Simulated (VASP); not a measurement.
Consider the following.

```
MoS2
1.0
    1.61154    -2.79127     0.00000
    1.61154     2.79127     0.00000
    0.00000     0.00000    12.55753
Mo S
2 4
Direct
  0.33333   0.66667   0.25000
  0.66667   0.33333   0.75000
  0.33333   0.66667   0.87696
  0.66667   0.33333   0.37696
  0.66667   0.33333   0.12304
  0.33333   0.66667   0.62304
```

These are PBE GGA with D3 dispersion (zero damping), VASP's PBE PAW potentials (set 64) (plane waves; VASP) values and carry that method's errors. Settings: 520 eV cut-off, 8×8×2 Γ-centred mesh, Gaussian smearing of 0.050 eV, potentials Mo_sv S.

Problem. The ions and cell shape at fixed volume are relaxed. Which structure does the run end with?

Solution. 
```
MoS2
1.0
    1.58911    -2.75242     0.00000
    1.58911     2.75242     0.00000
    0.00000     0.00000    12.91455
Mo S
2 4
Cartesian
  1.58911   0.91747   3.22864
  1.58911  -0.91747   9.68591
  1.58911   0.91747  11.24874
  1.58911  -0.91747   4.79147
  1.58911  -0.91747   1.66581
  1.58911   0.91747   8.12308
```
Space group P6_3/mmc (194), at a tolerance of 0.03 Å.

Problem. How much energy does the relaxation gain?

Solution. The energy (σ→0) changes by -20.3 meV/atom, in 8 ionic steps.

```
step  E(σ→0) (eV)  max force (eV/Å)  pressure (GPa)  volume (Å³)
----  -----------  ----------------  --------------  -----------
1        -45.0469             0.854           -7.54       112.97
2        -45.1198             0.064           -4.12       112.97
3        -45.1198             0.060           -4.11       112.97
4        -45.1546             0.016           -2.91       112.97
5        -45.1685             0.035           -1.48       112.97
6        -45.1685             0.036           -1.43       112.97
7        -45.1686             0.020           -1.67       112.97
8        -45.1686             0.002           -1.58       112.97
```

The compound is MoS2 in the 2H layered structure. This cell is one point of a volume scan, at 1.06 of the reference volume. Symmetry was kept, so distortions that lower it aren't found.
